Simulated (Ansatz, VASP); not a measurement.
# Ga3BO3 in VASP and in Ansatz

```
CELL_PARAMETERS angstrom
4.25140 0.00000 0.00000
0.00000 4.25140 0.00000
0.00000 0.00000 4.25140
ATOMIC_POSITIONS crystal
Ga 0.50000 0.00000 0.00000
Ga 0.00000 0.50000 0.00000
Ga 0.00000 0.00000 0.50000
B 0.00000 0.00000 0.00000
O 0.00000 0.50000 0.50000
O 0.50000 0.00000 0.50000
O 0.50000 0.50000 0.00000
```

Alike in both runs: functional PBE; k mesh 10 × 10 × 10; occupations gaussian, width 0.1 eV; no spin polarisation.

Ansatz relaxed the structure, and its values are those at the end. VASP's run is a single point on that final structure, the one shown.

|  | VASP | Ansatz |
| --- | --- | --- |
| version | VASP 6.6.1 | Ansatz 0.2.0 |
| potentials or method | VASP PAW PBE potentials, release 64 (Ga_d, B, O) | scalar-relativistic, plane waves, PAW |
| plane-wave cutoff (eV) | 520 | 420 |
| valence electrons in the cell | 60 | 60 |

```csv
,VASP,Ansatz,Ansatz less VASP
gap on the k mesh at the Fermi level (eV),none,none,-
pressure (GPa),0.4,0.0,-0.48
```

A gap of «none» marks a metal or a gap that the smearing closes.
